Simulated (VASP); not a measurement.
Y:

```
Y
1.0
     3.64257    0.00000    0.00000
    -1.82128    3.15456    0.00000
     0.00000    0.00000    5.87916
Y
2
Cartesian
  0.0000 2.1030 1.4698
  1.8213 1.0515 4.4094
```

- Program: VASP 6.6.1
- Task: relaxation of cell and atoms
- Functional: r2SCAN
- Potentials or basis: VASP PAW PBE potentials, release 64 (Y_sv)
- Cutoff: 600 eV
- k mesh: 15 × 15 × 8
- Occupations: gaussian, width 0.1 eV
- Spin: no spin polarisation

At the start: pressure -0.2 GPa; volume 33.78 Å³/atom.

**Question.** How do energy, volume and symmetry change on relaxing?

**Answer.** Over 6 steps the energy falls by 7.6 meV/atom and the volume is 33.49 Å³/atom (-0.9 %); space group P6_3/mmc (No. 194, to 0.05 Å).

The path:
```
step  energy change (eV)  largest force (eV/Å)  pressure (GPa)  volume (Å³)
   1              0.0000                0.0000           -0.22        67.56
   2             -0.0126                0.0000           -0.02        67.09
   3             -0.0151                0.0000            0.12        66.80
   4             -0.0151                0.0000            0.13        66.77
   5             -0.0152                0.0000           -0.05        67.07
   6             -0.0152                0.0000            0.00        66.98
```

Final structure:
```xyz
2
Lattice="3.6836 0.0000 0.0000 -1.8418 3.1901 0.0000 0.0000 0.0000 5.6996" Properties=species:S:1:pos:R:3 pbc="T T T"
Y     0.0000    2.1267    1.4249
Y     1.8418    1.0634    4.2747
```

Caveat: the PAW data sets were made with another functional, which shifts forces and pressure a little.
